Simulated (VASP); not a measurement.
An input for Ansatz (written as the equivalent of a VASP run, and not itself run):

Ansatz 0.2 input:
```yaml
crystal:
  lattice:
    - [0.0000000, 4.2031100, 4.2031100]
    - [4.2031100, 0.0000000, 4.2031100]
    - [4.2031100, 4.2031100, 0.0000000]
  atoms:
    - { symbol: Cs, position: [0.0000000, 0.0000000, 0.0000000] }
    - { symbol: Br, position: [0.2500000, 0.2500000, 0.2500000] }
kpoints:
  mp_grid: { grid: [5, 5, 5] }
hamiltonian:
  xc: r2scan
  pseudopotentials: { kind: paw }
scf:
  occupations: { method: gaussian, width: 0.05 }
  max_iter: 100
relax:
  max_steps: 60
  f_tol: 0.01
  cell: {}
output: { forces: true, stress: true, eigenvalues: true }
```

Problem. Write the VASP files for the same calculation (r2SCAN).

Solution. One answer among several that fit: 
### INCAR
```
# general
SYSTEM   =  CsBr
PREC     =  Accurate
ENCUT    =  400
LREAL    =  .FALSE.
LASPH    =  .TRUE.

# electronic loop
EDIFF    =  1E-6   # SCF stop (eV)
NELM     =  100
ALGO     =  Normal   # blocked Davidson
LMAXMIX  =  4   # l cut-off of mixed one-centre charges
LMIXTAU  =  .TRUE.

# smearing
ISMEAR   =  0   # Gaussian
SIGMA    =  0.05   # width (eV)

# functional
METAGGA  =  R2SCAN

# ions
IBRION   =  2
NSW      =  60   # most ionic steps
ISIF     =  3   # ions, shape and volume
EDIFFG   =  -0.01

# output
LWAVE    =  .FALSE.
LCHARG   =  .FALSE.
```

### POSCAR
```
CsBr
1
    0.0000000000     4.2031100000     4.2031100000
    4.2031100000     0.0000000000     4.2031100000
    4.2031100000     4.2031100000     0.0000000000
Cs Br
1 1
Direct
  0.0000000000   0.0000000000   0.0000000000
  0.2500000000   0.2500000000   0.2500000000
```

**KPOINTS**
```
Automatic
0
G
 5 5 5
```

POTCAR, in this order: Cs_sv Br (PBE.64 set). Program: vasp_std.

The two are equivalent in intent, not identical: each code has its own PAW files, so the cut-off isn't converted (ENCUT is set for VASP's; basis.ecutwfc is left out, and Ansatz then takes the one that its files recommend); Ansatz stops its SCF on the density residual and VASP on the energy change (EDIFF).

The structure was generated: CsBr was put into the zinc blende type (F-43m), which need not be its known phase. This run relaxes it. Symmetry was kept, so distortions that lower it aren't found.
